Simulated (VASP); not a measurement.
Here is the system:

```yaml
crystal:
  lattice:
    - [0.00000, 1.98619, 1.98619]
    - [1.98619, 0.00000, 1.98619]
    - [1.98619, 1.98619, 0.00000]
  atoms:
    - { symbol: Li, position: [0.00000, 0.00000, 0.00000] }
    - { symbol: F, position: [0.50000, 0.50000, 0.50000] }
```

Level of theory: PW91 GGA, VASP's PBE PAW potentials (set 64) (plane waves; VASP 6.6.1). Numerical set-up: 520 eV cut-off, 11×11×11 Γ-centred mesh, Gaussian smearing of 0.050 eV, potentials Li_sv F.

### Question
Give the stress tensor in GPa (positive for a compressed cell).

### Answer

```
4.91  0.00  0.00
0.00  4.91  0.00
0.00  0.00  4.91
```
The pressure is its mean diagonal, 4.91 GPa.

The compound is LiF in the rock salt structure. This cell is one point of a volume scan, at 0.94 of the reference volume.
